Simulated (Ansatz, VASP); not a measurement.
# Cross-check of SbP between VASP and Ansatz

Aim: how closely do two programs agree when they are given the same cell, functional and k mesh? The cell is generated by rule, not measured, and may not be a known phase. The cell is taken from a series of runs on this material, whose earlier steps may have relaxed, scaled, displaced or heated it; both programs get it as it stands.

Program: Ansatz 0.2.0. Level of theory: plane waves, with VASP 6.6.1 beside it; zone-centre phonons at LDA. Results are calculated unless marked as measured.

The structure was built from a prototype and need not be the compound's stable phase.

## Step 1: The structure

The structure is orthorhombic, space group Pmm2 (No. 25). Conventional cell: a = 3.680 Å, b = 7.189 Å, c = 8.038 Å, α = 90.00°, β = 90.00°, γ = 90.00°. Sb has 4 P at 2.59 to 2.84 Å nearest. Nearest to Sb lie 2 P at 2.55 Å. Nearest to Sb lie 2 P at 2.47 Å. P has 1 P at 2.16 Å and 2 Sb at 2.59 Å nearest. Nearest to P lie 4 Sb at 2.55 to 2.59 Å. Nearest to P lie 4 Sb at 2.47 to 2.84 Å. Farther neighbours are not listed.

## Step 2: Ansatz: zone-centre phonons, LDA

Ansatz runs on its default PAW (the set named soft_2) files.

Second derivatives magnify differences that forces hide, and they need a tight electronic threshold.

The input, input.yaml:

```yaml
crystal:
  lattice:
    - [3.6798033399, 0.0, 0.0]
    - [0.0, 7.1891379682, 0.0]
    - [0.0, 0.0, 8.0376137774]
  atoms:
    - { symbol: Sb, position: [0.0, 0.7252956244, 0.0029449134] }
    - { symbol: Sb, position: [0.0, 0.2747043756, 0.0029449134] }
    - { symbol: Sb, position: [0.5, 0.0, 0.5756991881] }
    - { symbol: Sb, position: [0.5, 0.5, 0.5079061842] }
    - { symbol: P, position: [0.5, 0.8496713945, 0.201322276] }
    - { symbol: P, position: [0.5, 0.1503286055, 0.201322276] }
    - { symbol: P, position: [0.0, 0.0, 0.7950729108] }
    - { symbol: P, position: [0.0, 0.5, 0.7127873382] }
kpoints:
  mp_grid: { grid: [8, 4, 4] }
hamiltonian:
  xc: lda
scf:
  occupations: { method: methfessel_paxton, width: 0.15 }
output:
  eigenvalues: true
phonons:
  method: dfpt
```

Started as:

```bash
$ ansatz run input.yaml --threads 4 --pin off --max-ram 7168MiB --backend cpu --events-out ev --progress --plain --runs-dir out
```

Numbers of over 12 decimals in the logs are rounded to 6 here.

What it wrote:

```text
zone centre: on kpoints.mp_grid the ground state, and the responses unless they are solved on pairs of k-points, stand on 50 of the mesh's 128 k-points, reduced under 2 symmetry operations, with k and −k counted as one. Each operation leaves every solved displacement unchanged or reverses it
Engine: ansatz 0.2.0, aarch64-unknown-linux-gnu
Pseudopotentials: kind: paw
Pseudopotential: Sb, paw, valence charge 15, recommended cutoff 420 eV (normal), Sb.paw.azcp
Pseudopotential: P, paw, valence charge 5, recommended cutoff 420 eV (normal), P.paw.azcp
Functional definition: SPW92
  exchange = slater_x
  correlation = pw_c
Crystal: 8 atoms, lattice volume = 212.632 Å³
Basis set: ecut = 420 eV, 4151 PW (Γ), exchange–correlation on 50×100×108 points (8 copies of the dense FFT grid, shifted against one another)
Bands: 48, of which v1, the nominal top of the filled ones, is band 40 counted from 1 (39 counted from 0)
Symmetry: 4 space group operations
k-points: 50 of 128 (irreducible under 2 space group operations, time reversal used)
Non-local potential: Sb, projectors of the file, l = 0: 2, l = 1: 2, l = 2: 2, l = 3: 2
Non-local potential: P, projectors of the file, l = 0: 2, l = 1: 2, l = 2: 2
PAW form: soft (Blöchl's): semilocal exchange-correlation on the pseudo side does not see the compensation charge
PAW frozen core: Sb, regenerated for the run's functional, and the local potential with it (the file was generated under x = pbe(κ = 0.804, μ = 0.219515), c = pbe(β = 0.066725))
PAW frozen core: P, regenerated for the run's functional, and the local potential with it (the file was generated under x = pbe(κ = 0.804, μ = 0.219515), c = pbe(β = 0.066725))
PAW one-centre angular grid: Sb, 590 points (default); XC on 64 Gauss nodes
PAW one-centre angular grid: P, 110 points (default); XC on 64 Gauss nodes
Initial density: superposition of atomic densities (neutral atoms: chi_scale 0, normalization atom), corrected by the library's trained network
Initial wavefunctions: pseudopotential atomic-orbital guess
Functional: x = slater, c = lda
SCF iter   1: F=—  HF=-28244.638696 eV  |F-HF|=—  |Δ(HF+E_count)|=         —  Δρ=7.14e-3  dr2=1.67e-1  ethr=1.77e-3  ⟨swp⟩=8.9  Hψ=11158  notcnv=0
preconditioner: auto → LDOS  [metal: Δε(μ)=0.018 eV  Ē_g=7.660 eV  σ=0.150 eV  W_gap=0.10  n_scr=42 (ndim 8)  ℏωp=16.1 eV  f_vac=0.015  D(μ)=3.79/eV (n_scr^D=18)  β→1.0]
SCF iter   2: F=—  HF=-28244.597373 eV  |F-HF|=—  |Δ(HF+E_count)|=   4.13e-2  S|Δr|=    0.00e0  Δρ=2.74e-3  dr2=2.89e-2  ethr=2.09e-4  ⟨swp⟩=2.1  Hψ=4882  notcnv=0  defer=27
SCF iter   3: F=—  HF=-28244.590549 eV  |F-HF|=—  |Δ(HF+E_count)|=   6.82e-3  S|Δr|=    0.00e0  Δρ=1.38e-3  dr2=7.39e-3  ethr=3.62e-5  ⟨swp⟩=2.9  Hψ=4521  notcnv=0  defer=27
SCF iter   4: F=—  HF=-28244.588374 eV  |F-HF|=—  |Δ(HF+E_count)|=   2.17e-3  S|Δr|=    0.00e0  Δρ=3.20e-4  dr2=2.90e-4  ethr=9.24e-6  ⟨swp⟩=2.1  Hψ=4331  notcnv=0  defer=27
SCF iter   5: F=—  HF=-28244.588242 eV  |F-HF|=—  |Δ(HF+E_count)|=   1.32e-4  S|Δr|=    0.00e0  Δρ=8.20e-5  dr2=4.03e-5  ethr=3.63e-7  ⟨swp⟩=2.0  Hψ=4352  notcnv=0  defer=27
SCF iter   6: F=—  HF=-28244.588234 eV  |F-HF|=—  |Δ(HF+E_count)|=   8.34e-6  S|Δr|=    0.00e0  Δρ=2.18e-5  dr2=2.08e-6  ethr=5.03e-8  ⟨swp⟩=2.0  Hψ=3156  notcnv=0  defer=27
SCF iter   7: F=—  HF=-28244.588145 eV  |F-HF|=—  |Δ(HF+E_count)|=   8.83e-5  S|Δr|=    0.00e0  Δρ=6.27e-6  dr2=1.71e-7  ethr=2.60e-9  ⟨swp⟩=2.0  Hψ=4492  notcnv=0  defer=10
SCF iter   8: F=—  HF=-28244.588145 eV  |F-HF|=—  |Δ(HF+E_count)|=   3.15e-8  S|Δr|=    0.00e0  Δρ=1.73e-6  dr2=1.09e-8  ethr=2.13e-10  ⟨swp⟩=2.1  Hψ=4417  notcnv=0  defer=10
SCF iter   9: F=—  HF=-28244.588145 eV  |F-HF|=—  |Δ(HF+E_count)|=   1.29e-9  S|Δr|=    0.00e0  Δρ=5.36e-7  dr2=1.52e-9  ethr=1.36e-11  ⟨swp⟩=2.8  Hψ=4484  notcnv=0  defer=10
SCF iter  10: F=—  HF=-28244.588145 eV  |F-HF|=—  |Δ(HF+E_count)|=  2.29e-10  S|Δr|=    0.00e0  Δρ=2.26e-7  dr2=1.57e-10  ethr=1.90e-12  ⟨swp⟩=2.5  Hψ=4431  notcnv=0  defer=10
SCF iter  11: F=-28244.588145 eV  HF=-28244.588145 eV  |F-HF|=3.64e-12  |Δ(HF+E_count)|=  7.28e-12  S|Δr|=    0.00e0  Δρ=6.08e-8  dr2=8.95e-12  ethr=1.00e-12  ⟨swp⟩=14.4  Hψ=15420  notcnv=0
SCF 1 converged in 11 iterations: F = -28244.588145 eV  dr2 = 8.95e-12
  greatest PAW one-centre occupation: 0.998 electrons in one spin orbital (limit 2), on the Sb atom at site 1 (counted from 0), in its partial waves of l = 2
DFPT response loops at Γ: preconditioner auto → Kerker (q_TF=auto, 2.318 Å⁻¹) (partly filled bands, converged f_vac=0.012); β = 1.00, the filter's whole step (`scf.mixing.beta` (0.50) is not read by the response loops under this deck's `scf.mixing.preconditioner`; to damp them name `kerker` or `kerker_dos`, under which they read `scf.mixing.beta`, and type it under 1.00, their step now; both keys bind the ground state too); Broyden in place of MSR1
SCF converged after 11 iterations
Stability not checked: this state was not tested for a lower state beside it, because cold or Methfessel-Paxton smearing, or corrected tetrahedra, fill the levels in a way that the test cannot read (fill_not_monotonic; see scf.lower_state_search)
Free energy (F): -28244.588145 eV
Harris-Foulkes:  -28244.588145 eV  (|F-HF|=3.64e-12)
Internal energy: -28244.585246 eV  (E = F + TS)
E sigma→0 (E₀):  -28244.587421 eV
Entropy (-TS):   -0.002900 eV (-0.362 meV/atom)
Fermi energy:    7.760878 eV
--- Per-component energies (eV) ---
  E_band       = -781.460807
  E_kinetic    = 1112.905121
  E_local      = -7596.595255  (includes V_loc(G=0)·N_el)
  E_nonlocal   = 1607.665526
  E_hartree    = 3369.023083
  E_xc         = -794.225896
  E_vxc        = -630.206732  (∫ρ·V_xc dr)
  E_paw        = -19866.146674  (= ΣΔE_a)
  E_vpaw       = -2013.275646  (= ΣTr[D̂ρ^β])
  E_aug_tail   = 0.000005  (compensation charges beyond the density's cutoff)
  E_ewald      = -6079.915856
  E_core_change = 2.704700  (= ΣΔE_core)
  E_smearing   = -0.002900  (= −TS)
  E_closure    = 0.000000  (closes the sum)
  Σ components = -28244.588145   (vs F -28244.588145, Δ=0.00e0)
--- Band table (eV; the first three rows and the last of 50) ---
  k-point 0: bands = [... 36 lower, 6.6964, 6.6993, 7.2623, 7.6492, 8.6940, 9.0701, 9.1299, 9.1684, ... 4 higher]
  k-point 1: bands = [... 36 lower, 6.3623, 6.7002, 7.0036, 8.0828, 8.7320, 8.8432, 9.2838, 9.3554, ... 4 higher]
  k-point 2: bands = [... 36 lower, 6.6798, 6.7010, 7.1297, 7.9720, 7.9883, 8.8237, 9.4377, 9.6183, ... 4 higher]
  k-point 49: bands = [... 36 lower, 4.7846, 5.8471, 6.5061, 7.3480, 7.4102, 7.7004, 8.8152, 9.3355, ... 4 higher]
--- Phonons (Γ-DFPT): 18 representative perturbations + reference, on 50 of 128 k-points (Σ response iterations 54) ---
  k mesh reduced under 2 symmetry operations, with k and −k counted as one. Each operation leaves every solved displacement unchanged or reverses it
  ASR residual: 6.249e-5 → 0.000e0 eV/Å²; symmetrization residual: 3.260e-5 eV/Å²
  ASR residual per site (eV/Å²): 6.25e-5 6.25e-5 6.10e-5 2.07e-5 2.88e-5 2.88e-5 2.17e-5 1.93e-5
  Γ frequencies (cm⁻¹): -69.34 -31.85 0.00 0.00 0.00 25.26 35.94 41.83 47.25 63.86 95.29 134.36 141.42 164.94 214.00 233.48 233.79 268.84 271.62 275.07 296.42 302.22 323.71 403.82
  non-analytic LO–TO correction: not included (Born effective charges unavailable; polar crystals: no LO–TO splitting at Γ)
```

Reading the cycles: dr2 is the Hartree energy of the density residual (eV), the measure of convergence; HF is the Harris–Foulkes estimate of the energy, which meets the free energy F at convergence.

(Part 1 of 3 ends here.)

[Lines on the potential files, build, host, timing and source positions are cut from VASP's logs without a mark.]

[Logs are printed without paths, hosts, clocks, repeated set-up lines and the standing remarks that a program may print on its own settings, such as how far it seeks lower states.]

[Hosts, paths, dates, database ids (printed as entryN), source tags and the programs' standing remarks are cut or masked in the printed files.]
